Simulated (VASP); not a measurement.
Method: PBE GGA, VASP's PBE PAW potentials (set 64) (plane waves; VASP 6.6.1).

A VASP calculation is set up with these files.

### INCAR
```
! general
SYSTEM =TiSi2
PREC   =Accurate
ENCUT  =300
LREAL  =F
LASPH  =T

! electronic loop
EDIFF  =1E-6
NELM   =100
ALGO   =Normal
LMAXMIX=4

! smearing
ISMEAR =1
SIGMA  =0.3

! functional
GGA    =PE

! ions
ISIF   =2

! output
LWAVE  =F
LCHARG =F
```

POSCAR:
```
TiSi2
13.6848380
  0.1305690283  -0.5000000000   0.0000000000
  0.1305690283   0.5000000000   0.0000000000
  0.0000000000   0.0000000000   0.2637241303
Ti Si
2 4
Cart
  0.1305690283  -0.3968800000   0.1977930977
  0.1305690283   0.3968800000   0.0659310326
  0.1305690283  -0.0582500000   0.1977930977
  0.1305690283   0.0582500000   0.0659310326
  0.1305690283   0.2503100000   0.1977930977
  0.1305690283  -0.2503100000   0.0659310326
```

File KPOINTS:
```
K-points
0
G
  9 9 9
```

POTCAR, in this order: Ti_sv Si (PBE.64 set). Program: vasp_std.

Output

OUTCAR:
```
 ion  position               nearest neighbor table
   1  0.897  0.103  0.750-   4 2.61   4 2.61   4 2.61   4 2.61   5 2.69   5 2.69   6 2.70   6 2.70
                             3 2.84   3 2.84
   2  0.103  0.897  0.250-   3 2.61   3 2.61   3 2.61   3 2.61   6 2.69   6 2.69   5 2.70   5 2.70
                             4 2.84   4 2.84
   3  0.558  0.442  0.750-   4 2.41   4 2.41   2 2.61   2 2.61   2 2.61   2 2.61   1 2.84   1 2.84
  LATTYP: Found a base centered orthorhombic cell.
 ALAT       =     3.5736320000
 B/A-ratio  =     3.8293920583
 C/A-ratio  =     1.0099030902
 Subroutine PRICEL returns:
 Original cell was already a primitive cell.
 Subroutine GETGRP returns: Found  8 space group operations
The static configuration has the point symmetry C_2h.
 The point group associated with its full space group is D_2h.
The dynamic configuration has the point symmetry C_2h.
 Subroutine INISYM returns: Found  8 space group operations
 Subroutine IBZKPT returns following result:
 Found    125 irreducible k-points:

 Following reciprocal coordinates:
            Coordinates               Weight
  0.000000  0.000000  0.000000      1.000000
  0.111111  0.000000  0.000000      4.000000
  0.222222  0.000000  0.000000      4.000000
...
```

File OSZICAR:
```
       N       E                     dE             d eps       ncg     rms          rms(c)
DAV:   1     0.295169250410E+03    0.29517E+03   -0.14533E+04  6128   0.122E+03
DAV:   2    -0.458886740317E+01   -0.29976E+03   -0.29701E+03  6224   0.395E+02
DAV:   3    -0.422108001944E+02   -0.37622E+02   -0.37268E+02 10808   0.116E+02
DAV:   4    -0.446799075979E+02   -0.24691E+01   -0.24611E+01  8056   0.275E+01
DAV:   5    -0.448286764145E+02   -0.14877E+00   -0.14873E+00  9584   0.608E+00    0.181E+01
DAV:   6    -0.417628291743E+02    0.30658E+01   -0.56178E+01  8592   0.506E+01    0.812E+00
DAV:   7    -0.408041121953E+02    0.95872E+00   -0.15565E+01  8256   0.259E+01    0.522E+00
DAV:   8    -0.407023282733E+02    0.10178E+00   -0.12662E+00  8288   0.793E+00    0.938E-01
DAV:   9    -0.406960427527E+02    0.62855E-02   -0.82286E-02  8528   0.214E+00    0.540E-01
DAV:  10    -0.406964077199E+02   -0.36497E-03   -0.86187E-03  8552   0.678E-01    0.159E-01
DAV:  11    -0.406963028257E+02    0.10489E-03   -0.18780E-03  8560   0.283E-01    0.252E-02
DAV:  12    -0.406962982484E+02    0.45773E-05   -0.19870E-04  8592   0.943E-02    0.149E-02
DAV:  13    -0.406962945112E+02    0.37372E-05   -0.29332E-05  8480   0.397E-02    0.197E-03
DAV:  14    -0.406962943374E+02    0.17385E-06   -0.58331E-07  5744   0.561E-03
   1 F= -.40696294E+02 E0= -.40699536E+02  d E =0.972384E-02
```

File OUTCAR:
```
------------------------ aborting loop because EDIFF is reached ----------------------------------------
  FORCE on cell =-STRESS in cart. coord.  units (eV):
  Direction    XX          YY          ZZ          XY          YZ          ZX
  --------------------------------------------------------------------------------------
  Total       -1.9469763     -1.6575631     -2.0410718      0.0000000      0.0000000      0.0000000
  in kB      -35.3477874    -30.0934256    -37.0561108      0.0000000      0.0000000      0.0000000
  external PRESSURE =     -34.1657746 kB  Pullay stress =       0.0000000 kB
  volume of cell :       88.25
      direct lattice vectors                 reciprocal lattice vectors
     1.786816000 -6.842419000  0.000000000     0.279827358 -0.073073572  0.000000000
     1.786816000  6.842419000  0.000000000     0.279827358  0.073073572  0.000000000
     0.000000000  0.000000000  3.609022000     0.000000000  0.000000000  0.277083376
 POSITION                                       TOTAL-FORCE (eV/Angst)
 -----------------------------------------------------------------------------------
      1.78682     -5.43124      2.70677         0.000000      0.084401      0.000000
      1.78682      5.43124      0.90226         0.000000     -0.084401     -0.000000
      1.78682     -0.79714      2.70677         0.000000     -0.056325     -0.000000
      1.78682      0.79714      0.90226         0.000000      0.056325     -0.000000
      1.78682      3.42545      2.70677         0.000000     -0.002788     -0.000000
      1.78682     -3.42545      0.90226         0.000000      0.002788     -0.000000
 -----------------------------------------------------------------------------------
    total drift:                                0.000000     -0.000000     -0.000000
  FREE ENERGIE OF THE ION-ELECTRON SYSTEM (eV)
  ---------------------------------------------------
  free  energy   TOTEN  =       -40.6962943374 eV

  energy  without entropy=      -40.7060181768  energy(sigma->0) =      -40.69953562
```
(Selected blocks of OUTCAR.)

At this cut-off the stress carries a Pulay error, which pulls relaxed volumes low.

The structure comes from a computed database's TiSi2 entry; how it stands against other phases isn't given here. The cell was not relaxed at this level. The run is one of a series of settings (SIGMA = 0.3 against the base run), some of them coarse on purpose.
